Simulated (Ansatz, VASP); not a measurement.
# Cross-check of SrTiO3 (Tausonite) between VASP and Ansatz, part 2 of 3

Wanted: the spread between two codes on one cell, functional and k mesh. The cell is taken from a series of runs on this material, whose earlier steps may have relaxed, scaled, displaced or heated it; both programs get it as it stands.

VASP 6.6.1 and Ansatz 0.2.0.

So far: Set-up; VASP: elastic constants, LDA.

## (3) Ansatz: elastic constants, LDA

Level of this step: Ansatz beside VASP: Kohn-Sham DFT, plane waves, LDA (Ansatz).

Ansatz runs on its default PAW (the set named soft_2) files.

The same cell, functional (in two slightly different forms), mesh and smearing now go to Ansatz, which takes its cutoff from its data sets.

Contents of input.yaml:

```yaml
crystal:
  lattice:
    - [3.854230533, 0.0, 0.0]
    - [0.0, 3.854230533, 0.0]
    - [0.0, 0.0, 3.854230533]
  atoms:
    - { symbol: Sr, position: [0.5, 0.5, 0.5] }
    - { symbol: Ti, position: [0.0, 0.0, 0.0] }
    - { symbol: O, position: [0.5, 0.0, 0.0] }
    - { symbol: O, position: [0.0, 0.5, 0.0] }
    - { symbol: O, position: [0.0, 0.0, 0.5] }
kpoints:
  mp_grid: { grid: [6, 6, 6] }
hamiltonian:
  xc: lda
scf:
  occupations: { method: gaussian, width: 0.02 }
output:
  forces: true
  stress: true
  eigenvalues: true
elastic:
  mode: relaxed_ion
  stencil: two_point
```

Started as:

```console
$ ansatz run input.yaml --threads 8 --pin off --max-ram 16384MiB --backend cpu --events-out ev --progress --plain --runs-dir out
```

Numbers of over 12 decimals in the logs are rounded to 6 here.

The log of the run:

```text
Engine: ansatz 0.2.0, aarch64-unknown-linux-gnu
Pseudopotentials: kind: paw
Pseudopotential: Sr, paw, valence charge 10, recommended cutoff 420 eV (normal), Sr.paw.azcp
Pseudopotential: Ti, paw, valence charge 12, recommended cutoff 420 eV (normal), Ti.paw.azcp
Pseudopotential: O, paw, valence charge 6, recommended cutoff 420 eV (normal), O.paw.azcp
Functional definition: SPW92
  exchange = slater_x
  correlation = pw_c
Crystal: 5 atoms, lattice volume = 57.255 Å³
Basis set: ecut = 420 eV, 1141 PW (Γ)
Bands: 25, of which v1, the nominal top of the filled ones, is band 20 counted from 1 (19 counted from 0)
Symmetry: 48 space group operations
Space group: Pm-3m (ITA 221), of the structure as read, at distance tolerance 3.9e-5 Å
k-points: 20 of 216
Non-local potential: Sr, projectors of the file, l = 0: 3, l = 1: 2, l = 2: 2
Non-local potential: Ti, projectors of the file, l = 0: 3, l = 1: 2, l = 2: 3, l = 3: 1
Non-local potential: O, projectors of the file, l = 0: 2, l = 1: 2, l = 2: 1
PAW form: soft (Blöchl's): semilocal exchange-correlation on the pseudo side does not see the compensation charge
PAW frozen core: Sr, regenerated for the run's functional, and the local potential with it (the file was generated under x = pbe(κ = 0.804, μ = 0.219515), c = pbe(β = 0.066725))
PAW frozen core: Ti, regenerated for the run's functional, and the local potential with it (the file was generated under x = pbe(κ = 0.804, μ = 0.219515), c = pbe(β = 0.066725))
PAW frozen core: O, regenerated for the run's functional, and the local potential with it (the file was generated under x = pbe(κ = 0.804, μ = 0.219515), c = pbe(β = 0.066725))
PAW one-centre angular grid: Sr, 110 points (default); XC on 64 Gauss nodes
PAW one-centre angular grid: Ti, 590 points (default); XC on 64 Gauss nodes
PAW one-centre angular grid: O, 110 points (default); XC on 64 Gauss nodes
Initial density: superposition of atomic densities (neutral atoms: chi_scale 0, normalization atom), corrected by the library's trained network
Initial wavefunctions: pseudopotential atomic-orbital guess
Functional: x = slater, c = lda
SCF iter   1: F=—  HF=-7569.464253 eV  |F-HF|=—  |Δ(HF+E_count)|=         —  Δρ=1.88e-2  dr2=1.85e-1  ethr=1.77e-3  ⟨swp⟩=7.5  Hψ=2629  notcnv=0
preconditioner: auto → Resta (q_TF=auto, 2.570 Å⁻¹)  ε∞=5.7  [insulator: Δε(μ)=1.598 eV  Ē_g=12.339 eV  σ=0.020 eV  W_gap=1.00  n_scr=18 (ndim 8)  ℏωp=26.9 eV  f_vac=0.000  D(μ)=0.00/eV (n_scr^D=0)  ε∞_Penn≈5.7]
SCF iter   2: F=—  HF=-7569.428718 eV  |F-HF|=—  |Δ(HF+E_count)|=   3.55e-2  Δρ=5.91e-3  dr2=2.12e-2  ethr=4.64e-4  ⟨swp⟩=2.2  Hψ=900  notcnv=0  defer=19
SCF iter   3: F=—  HF=-7569.424785 eV  |F-HF|=—  |Δ(HF+E_count)|=   3.93e-3  Δρ=1.89e-3  dr2=1.95e-3  ethr=5.30e-5  ⟨swp⟩=2.0  Hψ=732  notcnv=0  defer=20
SCF iter   4: F=—  HF=-7569.424371 eV  |F-HF|=—  |Δ(HF+E_count)|=   4.14e-4  Δρ=1.46e-4  dr2=7.81e-6  ethr=4.87e-6  ⟨swp⟩=2.0  Hψ=676  notcnv=0  defer=20
SCF iter   5: F=—  HF=-7569.424367 eV  |F-HF|=—  |Δ(HF+E_count)|=   3.54e-6  Δρ=2.44e-5  dr2=2.39e-7  ethr=1.95e-8  ⟨swp⟩=2.2  Hψ=816  notcnv=0  defer=20
SCF iter   6: F=—  HF=-7569.424372 eV  |F-HF|=—  |Δ(HF+E_count)|=   4.50e-6  Δρ=5.45e-6  dr2=1.27e-8  ethr=5.98e-10  ⟨swp⟩=2.1  Hψ=789  notcnv=0  defer=20
SCF iter   7: F=—  HF=-7569.424372 eV  |F-HF|=—  |Δ(HF+E_count)|=   4.36e-9  Δρ=8.50e-7  dr2=2.56e-10  ethr=3.17e-11  ⟨swp⟩=2.5  Hψ=773  notcnv=0  defer=20
SCF iter   8: F=—  HF=-7569.424372 eV  |F-HF|=—  |Δ(HF+E_count)|=  3.18e-11  Δρ=1.68e-7  dr2=1.70e-11  ethr=6.41e-13 (applied; sched 1.00e-12)  ⟨swp⟩=2.2  Hψ=710  notcnv=0  defer=20
SCF iter   9: F=—  HF=-7569.424372 eV  |F-HF|=—  |Δ(HF+E_count)|=  9.09e-13  Δρ=4.72e-8  dr2=8.97e-13  ethr=4.26e-14 (applied; sched 1.00e-12)  ⟨swp⟩=2.8  Hψ=899  notcnv=0  defer=20
SCF iter  10: F=-7569.424372 eV  HF=-7569.424372 eV  |F-HF|=0.00e0  |Δ(HF+E_count)|=  1.82e-12  Δρ=8.59e-9  dr2=3.92e-14  ethr=1.00e-12  ⟨swp⟩=9.8  Hψ=2281  notcnv=0
SCF 1 converged in 10 iterations: F = -7569.424372 eV  dr2 = 3.92e-14
  greatest PAW one-centre occupation: 0.999 electrons in one spin orbital (limit 2), on the Ti atom at site 1 (counted from 0), in its partial waves of l = 0
Crystal: 5 atoms, lattice volume = 57.140 Å³
Symmetry: 16 space group operations
k-points: 40 of 216
Initial density: handed on by an earlier stage of this run
Initial wavefunctions: those handed on with the density
[...]
preconditioner: auto → Resta (q_TF=auto, 2.571 Å⁻¹)  ε∞=5.7  [insulator: Δε(μ)=1.853 eV  Ē_g=12.463 eV  σ=0.020 eV  W_gap=1.00  n_scr=18 (ndim 8)  ℏωp=26.9 eV  f_vac=0.000  D(μ)=0.00/eV (n_scr^D=0)  ε∞_Penn≈5.7]
[...]
SCF 2 converged in 9 iterations: F = -7569.424022 eV  dr2 = 1.77e-14
Crystal: 5 atoms, lattice volume = 57.369 Å³
[...]
preconditioner: auto → Resta (q_TF=auto, 2.569 Å⁻¹)  ε∞=5.7  [insulator: Δε(μ)=1.843 eV  Ē_g=12.434 eV  σ=0.020 eV  W_gap=1.00  n_scr=18 (ndim 8)  ℏωp=26.9 eV  f_vac=0.000  D(μ)=0.00/eV (n_scr^D=0)  ε∞_Penn≈5.7]
[...]
SCF 3 converged in 6 iterations: F = -7569.424138 eV  dr2 = 8.65e-14
Symmetry: 8 space group operations
k-points: 52 of 216
[...]
preconditioner: auto → Resta (q_TF=auto, 2.570 Å⁻¹)  ε∞=5.7  [insulator: Δε(μ)=1.845 eV  Ē_g=12.448 eV  σ=0.020 eV  W_gap=1.00  n_scr=18 (ndim 8)  ℏωp=26.9 eV  f_vac=0.000  D(μ)=0.00/eV (n_scr^D=0)  ε∞_Penn≈5.7]
[...]
SCF iter   6: F=—  HF=-7569.424364 eV  |F-HF|=—  |Δ(HF+E_count)|=  1.64e-11  Δρ=1.17e-7  dr2=6.44e-12  ethr=2.55e-13 (applied; sched 1.00e-12)  ⟨swp⟩=2.0  Hψ=2010  notcnv=0  defer=52
SCF iter   7: F=—  HF=-7569.424364 eV  |F-HF|=—  |Δ(HF+E_count)|=  1.82e-12  Δρ=2.63e-8  dr2=3.64e-13  ethr=1.61e-14 (applied; sched 1.00e-12)  ⟨swp⟩=2.3  Hψ=2025  notcnv=0  defer=52
SCF iter   8: F=-7569.424364 eV  HF=-7569.424364 eV  |F-HF|=9.09e-13  |Δ(HF+E_count)|=    0.00e0  Δρ=8.57e-9  dr2=3.02e-14  ethr=1.00e-12  ⟨swp⟩=5.0  Hψ=4771  notcnv=0
SCF 4 converged in 8 iterations: F = -7569.424364 eV  dr2 = 3.02e-14
iter 1 solved again at ethr=2.32e-10 eV; its pass at ethr=3.10e-3 eV (dr2=9.30e-8 eV) is discarded
SCF iter   1: F=—  HF=-7569.424361 eV  |F-HF|=—  |Δ(HF+E_count)|=         —  Δρ=8.71e-5  dr2=9.28e-8  ethr=2.32e-10  ⟨swp⟩=2.2  Hψ=6509  notcnv=0  defer=52
preconditioner: auto → Resta (q_TF=auto, 2.570 Å⁻¹)  ε∞=5.7  [insulator: Δε(μ)=1.846 eV  Ē_g=12.448 eV  σ=0.020 eV  W_gap=1.00  n_scr=18 (ndim 8)  ℏωp=26.9 eV  f_vac=0.000  D(μ)=0.00/eV (n_scr^D=0)  ε∞_Penn≈5.7]
SCF iter   2: F=—  HF=-7569.424363 eV  |F-HF|=—  |Δ(HF+E_count)|=   2.08e-6  Δρ=4.40e-5  dr2=2.36e-8  ethr=2.32e-10  ⟨swp⟩=1.0  Hψ=1248  notcnv=0  defer=52
SCF iter   3: F=—  HF=-7569.424364 eV  |F-HF|=—  |Δ(HF+E_count)|=   7.17e-7  Δρ=7.83e-7  dr2=1.45e-10  ethr=5.90e-11  ⟨swp⟩=1.0  Hψ=1248  notcnv=0  defer=52
SCF iter   4: F=—  HF=-7569.424364 eV  |F-HF|=—  |Δ(HF+E_count)|=  4.55e-11  Δρ=8.77e-8  dr2=3.96e-12  ethr=3.62e-13 (applied; sched 1.00e-12)  ⟨swp⟩=2.0  Hψ=2008  notcnv=0  defer=52
SCF iter   5: F=—  HF=-7569.424364 eV  |F-HF|=—  |Δ(HF+E_count)|=  9.09e-13  Δρ=2.56e-8  dr2=5.21e-13  ethr=9.89e-15 (applied; sched 1.00e-12)  ⟨swp⟩=2.2  Hψ=1739  notcnv=0  defer=52
SCF iter   6: F=-7569.424364 eV  HF=-7569.424364 eV  |F-HF|=0.00e0  |Δ(HF+E_count)|=  9.09e-13  Δρ=7.53e-9  dr2=4.04e-14  ethr=1.00e-12  ⟨swp⟩=5.0  Hψ=4945  notcnv=0
SCF 5 converged in 6 iterations: F = -7569.424364 eV  dr2 = 4.04e-14
SCF converged after 10 iterations
Free energy (F): -7569.424372 eV
Harris-Foulkes:  -7569.424372 eV  (|F-HF|=0.00e0)
Internal energy: -7569.424372 eV  (E = F + TS)
E sigma→0 (E₀):  -7569.424372 eV
Fermi energy:    11.096295 eV
--- Per-component energies (eV) ---
  E_band       = -191.955802
  E_kinetic    = 1047.710389
  E_local      = -2339.230586  (includes V_loc(G=0)·N_el)
  E_nonlocal   = 361.880595
  E_hartree    = 814.413935
  E_xc         = -490.595158
  E_vxc        = -569.505281  (∫ρ·V_xc dr)
  E_paw        = -4035.134507  (= ΣΔE_a)
  E_vpaw       = -321.646534  (= ΣTr[D̂ρ^β])
  E_aug_tail   = 0.007742  (compensation charges beyond the density's cutoff)
  E_ewald      = -2929.387631
  E_core_change = 0.910850  (= ΣΔE_core)
  E_smearing   = -0.000000  (= −TS)
  E_closure    = -0.000000  (closes the sum)
  Σ components = -7569.424372   (vs F -7569.424372, Δ=0.00e0)
--- Forces (eV/Å), atoms counted from 1 ---
  atom   1  Sr     0.00000000    -0.00000000     0.00000000
  atom   2  Ti    -0.00000000     0.00000000    -0.00000000
  atom   3  O     -0.00000000    -0.00000000    -0.00000000
  atom   4  O      0.00000000     0.00000000    -0.00000000
  atom   5  O      0.00000000    -0.00000000     0.00000000
  max |Σ_I F_I| component: 2.19e-29 eV/Å
--- Stress (GPa, compression-positive) ---
       -0.006573       0.000000      -0.000000
        0.000000      -0.006573       0.000000
        0.000000       0.000000      -0.006573
  P = ⅓ Tr σ = -0.0066 GPa (-0.066 kbar)
--- Band table (eV; the first three rows and the last of 20) ---
  k-point 0: bands = [... 16 lower, 8.9134, 9.8498, 9.8498, 9.8498, 12.0218, 12.0218, 12.0218, 14.8184, ... 1 higher]
  k-point 1: bands = [... 16 lower, 8.6567, 9.0513, 9.6907, 9.6907, 12.0680, 12.6544, 12.6544, 14.8407, ... 1 higher]
  k-point 2: bands = [... 16 lower, 7.9709, 8.2126, 9.5157, 9.5157, 12.1642, 13.6761, 13.6761, 14.8565, ... 1 higher]
  k-point 19: bands = [... 16 lower, 6.2954, 10.1708, 10.1708, 10.1708, 14.8785, 14.8785, 14.8785, 17.2199, ... 1 higher]
--- Elastic constants: 2 strain directions × 2 members + reference (group order 48) ---
  dense FFT box of the reference and of every strained cell: 27×27×27
  strains applied: 11, 23; error gains: componentwise 1.00 (the most a stress slope's error grows in a printed constant), spectral 1.73 (1 for all six strains in a standard setting)
  C = ∂σ_k/∂η_j (tension-positive GPa; Voigt order 11 22 33 23 13 12):
       382.974    111.164    111.164     -0.000     -0.000     -0.000
       111.164    382.974    111.164     -0.000     -0.000     -0.000
       111.164    111.164    382.974     -0.000     -0.000     -0.000
         0.000     -0.000      0.000    119.233      0.000      0.000
         0.000      0.000     -0.000     -0.000    119.233      0.000
         0.000     -0.000      0.000      0.000      0.000    119.233
  reference stress σ⁰ (GPa):      0.007      0.007      0.007     -0.000      0.000     -0.000
  C* (energy form; C + prestress term) asymmetry max|C*_kj − C*_jk| = 4.263e-14 GPa — a small one proves nothing (zero by symmetry where the batch's group is 432, −43m or m−3m); a large one is finite-difference/SCF noise where every solve meets its electron count
  moduli (Voigt/Reuss/Hill, GPa): K = 201.77/201.77/201.77   G = 125.90/125.39/125.64   E = 312.14   ν = 0.242
  mechanically stable: yes (min eigenvalue of sym C = 119.23 GPa)
  strain η (Voigt 11):  stress-route row diagonal C_11 = 382.97 GPa, energy-path curvature d²(F+E_count+ΔE)/dδ²/Ω₀ = 387.86 GPa
         δ    σ_11 (GPa)             F (eV)   n_scf  n_hpsi   n_pw
    -2.000e-3      -0.7673       -7569.4240221       9   20513   1141   relax 0 steps, max|allowed force component| 1.01e-29 eV/Å
     2.000e-3       0.7646       -7569.4241379       6   15345   1141   relax 0 steps, max|allowed force component| 7.61e-30 eV/Å
  strain η (Voigt 23):  stress-route row diagonal C_44 = 119.23 GPa, energy-path curvature d²(F+E_count+ΔE)/dδ²/Ω₀ = 121.67 GPa
         δ    σ_23 (GPa)             F (eV)   n_scf  n_hpsi   n_pw
    -2.000e-3      -0.2385       -7569.4243640       8   24091   1141   relax 0 steps, max|allowed force component| 2.15e-29 eV/Å
     2.000e-3       0.2385       -7569.4243640       6   18595   1141   relax 0 steps, max|allowed force component| 2.08e-29 eV/Å
```

## (4) Differences

Known differences besides the potentials themselves: the two LDA forms differ slightly; the cutoff is 420 eV in Ansatz and 600 eV in VASP; VASP's log shows a relativistic correction to its local exchange, Ansatz's none; VASP takes each elastic constant from one size of strain, Ansatz from those that its log lists. Total energies have different zeros and are not compared.

Compared:

| quantity | Ansatz | VASP | difference |
| --- | --- | --- | --- |
| C11 (GPa) | 383.0 | 389.1 | -1.57 % |
| C22 (GPa) | 383.0 | 389.1 | -1.57 % |
| C33 (GPa) | 383.0 | 389.1 | -1.57 % |
| C12 (GPa) | 111.2 | 110.4 | +0.67 % |
| C13 (GPa) | 111.2 | 110.4 | +0.67 % |
| C23 (GPa) | 111.2 | 110.4 | +0.67 % |
| C44 (GPa) | 119.2 | 119.1 | +0.09 % |
| C55 (GPa) | 119.2 | 119.1 | +0.09 % |
| C66 (GPa) | 119.2 | 119.1 | +0.09 % |

## (5) VASP: elastic constants, PBEsol

Elastic constants are differences of stresses under small strains, so they test the stress and the mesh. The cell compared in this pair holds 58.92 Å³, against 57.25 Å³ for the pair before.

Contents of INCAR:

```
SYSTEM = SrTiO3
PREC = Accurate
ENCUT = 600
EDIFF = 1E-08
NELM = 120
ISMEAR = 0
SIGMA = 0.02
LREAL = .FALSE.
ALGO = Normal
GGA = PS
NBANDS = 26
LASPH = .TRUE.
LORBIT = 11
LWAVE = .FALSE.
LCHARG = .FALSE.
ISIF = 3
IBRION = 6
NFREE = 2
POTIM = 0.015
NSW = 1
GGA_COMPAT = .FALSE.
EFERMI = MIDGAP
KPAR = 2
```

Contents of POSCAR:

```
SrTiO3
1.0
    3.8911366032      0.0000000000      0.0000000000
    0.0000000000      3.8911366032      0.0000000000
    0.0000000000      0.0000000000      3.8911366032
Sr Ti O
1 1 3
Direct
    0.5000000000      0.5000000000      0.5000000000
    0.0000000000      0.0000000000      0.0000000000
    0.5000000000      0.0000000000      0.0000000000
    0.0000000000      0.5000000000      0.0000000000
    0.0000000000      0.0000000000      0.5000000000
```

Contents of KPOINTS:

```
Automatic mesh
0
Gamma
6 6 6
0 0 0
```

PAW data sets: Sr_sv, Ti_sv and O (PBE family, release 64).

Started as:

```console
$ mpirun -np 2 vasp_std
```

The log of the run:

```text
[banner, memory and clock lines left out]
running    2 mpi-ranks, on    1 nodes
[...]
|                                                                             |
|               ----> ADVICE to this user running VASP <----                  |
|                                                                             |
|     You enforced a specific xc type in the INCAR file but a different       |
|     [... a line on the potential file left out ...]
|     I HOPE YOU KNOW WHAT YOU ARE DOING!                                     |
|                                                                             |

 LDA part: xc-table for (Slater+PW92), standard interpolation
 POSCAR, INCAR and KPOINTS ok, starting setup
[...]
entering main loop
       N       E                     dE             d eps       ncg     rms          rms(c)
DAV:   1     0.461458984362E+03    0.46146E+03   -0.22771E+04  1040   0.186E+03
DAV:   2     0.672775881415E+00   -0.46079E+03   -0.44700E+03  1158   0.482E+02
DAV:   3    -0.486719686717E+02   -0.49345E+02   -0.48710E+02  1194   0.154E+02
DAV:   4    -0.515752210576E+02   -0.29033E+01   -0.28996E+01  1774   0.318E+01
[...]
DAV:  18    -0.420209882416E+02   -0.12696E-07   -0.62892E-08  1228   0.333E-03    0.555E-04
DAV:  19    -0.420209882563E+02   -0.14672E-07   -0.91554E-09   720   0.845E-04    0.238E-04
DAV:  20    -0.420209882518E+02    0.45598E-08   -0.29488E-09   690   0.536E-04
   1 F= -.42020988E+02 E0= -.42020988E+02  d E =0.000000E+00
[... from here on, the cycles between the ionic steps are left out ...]
   2 F= -.42010010E+02 E0= -.42010010E+02  d E =0.000000E+00
  13 F= -.42016253E+02 E0= -.42016253E+02  d E =0.000000E+00
  14 F= -.42020574E+02 E0= -.42020574E+02  d E =0.000000E+00
  15 F= -.42020574E+02 E0= -.42020574E+02  d E =0.000000E+00
  16 F= -.42020742E+02 E0= -.42020742E+02  d E =0.000000E+00
  17 F= -.42020742E+02 E0= -.42020742E+02  d E =0.000000E+00
  18 F= -.42019644E+02 E0= -.42019644E+02  d E =0.000000E+00
  19 F= -.42019644E+02 E0= -.42019644E+02  d E =0.000000E+00
  20 F= -.42020544E+02 E0= -.42020544E+02  d E =0.000000E+00
  21 F= -.42020544E+02 E0= -.42020544E+02  d E =0.000000E+00
 Finite differences progress:
  Degree of freedom:  10/ 10
  Displacement:        2/  2
  Total:              20/ 20
```

OUTCAR, selected parts (step 5):

```text
[... 1 part as in an earlier step ...]

[... 1 further part left out ...]
[key lines of the parts left out:]
E-fermi :   5.0219
```

With imaginary modes the cell is no minimum, so the ionic parts of its dielectric, piezoelectric and elastic tensors have no meaning.

Levels, forces or a CONTCAR printed for this step are those of its last displaced cell, not of the structure at rest.

## (6) Ansatz: elastic constants, PBEsol

The same cell, functional, mesh and smearing now go to Ansatz, which takes its cutoff from its data sets.

The cell is taken from a series of runs on this material, whose earlier steps may have relaxed, scaled, displaced or heated it; both programs get it as it stands.

input.yaml: that of step 3 with these lines changed.

```diff
@@ -2,5 +2,5 @@
   lattice:
-    - [3.854230533, 0.0, 0.0]
-    - [0.0, 3.854230533, 0.0]
-    - [0.0, 0.0, 3.854230533]
+    - [3.8911366032, 0.0, 0.0]
+    - [0.0, 3.8911366032, 0.0]
+    - [0.0, 0.0, 3.8911366032]
   atoms:
@@ -14,3 +14,3 @@
 hamiltonian:
-  xc: lda
+  xc: pbesol
 scf:
```

Started as:

```console
$ ansatz run input.yaml --threads 8 --pin off --max-ram 16384MiB --backend cpu --events-out ev --progress --plain --runs-dir out
```

The log of the run:

```text
[...]
Crystal: 5 atoms, lattice volume = 58.915 Å³
Basis set: ecut = 420 eV, 1189 PW (Γ), exchange–correlation on 54×54×54 points (8 copies of the dense FFT grid, shifted against one another)
Bands: 25, of which v1, the nominal top of the filled ones, is band 20 counted from 1 (19 counted from 0)
Symmetry: 48 space group operations
[...]
k-points: 20 of 216
[...]
2.000e-3       0.6965       -7657.2418778       8   17294   1189   relax 0 steps, max|allowed force component| 8.32e-29 eV/Å
[...]
δ    σ_23 (GPa)             F (eV)   n_scf  n_hpsi   n_pw
    -2.000e-3      -0.2285       -7657.2420150       8   25433   1189   relax 0 steps, max|allowed force component| 3.69e-29 eV/Å
     2.000e-3       0.2285       -7657.2420150       7   20936   1189   relax 0 steps, max|allowed force component| 1.14e-29 eV/Å
[key lines of the parts left out:]
SCF converged after 10 iterations
Free energy (F): -7657.242261 eV
Fermi energy:    10.929512 eV
P = ⅓ Tr σ = -0.0018 GPa (-0.018 kbar)
```

## (7) Differences

What differs besides the data sets and the points named for the pairs above, as far as they apply: Ansatz makes its cores anew for this functional, VASP keeps those of its PBE data sets. Total energies have different zeros and are not compared.

Both answers:

| quantity | Ansatz | VASP | difference |
| --- | --- | --- | --- |
| C11 (GPa) | 350.4 | 352.7 | -0.63 % |
| C22 (GPa) | 350.4 | 352.7 | -0.63 % |
| C33 (GPa) | 350.4 | 352.7 | -0.63 % |
| C12 (GPa) | 103.8 | 103.2 | +0.60 % |
| C13 (GPa) | 103.8 | 103.2 | +0.60 % |
| C23 (GPa) | 103.8 | 103.2 | +0.60 % |
| C44 (GPa) | 114.3 | 114.5 | -0.19 % |
| C55 (GPa) | 114.3 | 114.5 | -0.19 % |
| C66 (GPa) | 114.3 | 114.5 | -0.19 % |

[end of part 2 of 3]

[Lines on the potential files, build, host, timing and source positions are cut from VASP's logs without a mark.]

[Logs are printed without paths, hosts, clocks, repeated set-up lines and the standing remarks that a program may print on its own settings, such as how far it seeks lower states.]

[Hosts, paths, dates, database ids (printed as entryN), source tags and the programs' standing remarks are cut or masked in the printed files.]
